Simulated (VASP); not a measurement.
Runs of VASP 6.6.1 on Cl2GaH. The cell holds a molecule in a box, 4 atoms: a = 12.000 Å, b = 13.000 Å, c = 11.000 Å, α = 90.00°, β = 90.00°, γ = 90.00°. 

```tsv
task	level	further INCAR settings	grid for exact exchange (PRECFOCK)	exchange at q = 0	gap on the mesh (eV)	largest force (eV/Å)
electron localisation function	PBE	ALGO = Normal; EDIFF = 1e-07	-	-	5.21	0.24
single point	r2SCAN0	ALGO = Normal; EDIFF = 1e-06	Fast	default	7.80	0.38
atomic charges	PBE+TS	ALGO = Normal; EDIFF = 1e-07	-	-	5.21	0.24
single point	SCAN	ALGO = Normal; EDIFF = 1e-06	-	-	5.76	0.37
single point	r2SCAN0+D3(BJ)	ALGO = Normal; EDIFF = 1e-07	Fast	default	7.80	0.38
single point	BLYP	ALGO = Fast; EDIFF = 1e-07; NBANDS = 22	-	-	5.10	(a)
```

Alike in all rows: potentials or basis VASP PAW PBE potentials, release 64 (Cl, Ga_d, H); no spin polarisation; cell as given; k mesh 1 × 1 × 1; cutoff (eV) 520; smearing gaussian 0.01 eV.

Fill in the values left out.

(a) 0.53.

Caveats: the PAW data sets were made with another functional, which shifts forces and pressure a little (some runs).

A k mesh can miss the band edges, and the runs leave out spin-orbit coupling on Ga.

Not every run made on this cell is shown here.
